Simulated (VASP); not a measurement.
**CoTe (relaxed from the NiAs type structure, space group P6_3/mmc): computed properties**

These are PBEsol GGA, VASP's PBE PAW potentials (set 64) (plane waves; VASP) values and carry that method's errors.

```yaml
space_group: P6_3/mmc (194)
cell: a = b = 3.8519 Å, c = 5.1988 Å, α = β = 90.00°, γ = 120.00°
volume_per_atom: 16.70 Å^3/atom
band gap (over mesh and band path): none (metal, semimetal or under 0.01 eV)
cell_moment: 0.00 μB
density: 9.27 g/cm³
```

```cif
data_Co2Te2
_chemical_formula_sum 'Co2 Te2'
_space_group_name_H-M_alt 'P 1'
_space_group_IT_number 1
_cell_length_a 3.85189
_cell_length_b 3.85189
_cell_length_c 5.19880
_cell_angle_alpha 90.000
_cell_angle_beta 90.000
_cell_angle_gamma 120.000
loop_
_space_group_symop_operation_xyz
  'x, y, z'
loop_
_atom_site_label
_atom_site_type_symbol
_atom_site_fract_x
_atom_site_fract_y
_atom_site_fract_z
_atom_site_occupancy
Co1 Co 0.00000 0.00000 0.00000 1
Co2 Co 0.00000 0.00000 0.50000 1
Te1 Te 0.33333 0.66667 0.25000 1
Te2 Te 0.66667 0.33333 0.75000 1
```

Unless said otherwise, spin-orbit coupling is left out, though it shifts the bands of the heavy elements here.

The structure was generated: CoTe was put into the NiAs type type (P6_3/mmc), which need not be its known phase. It was relaxed first, which changed the volume by -25 %. Symmetry was kept, so distortions that lower it aren't found.
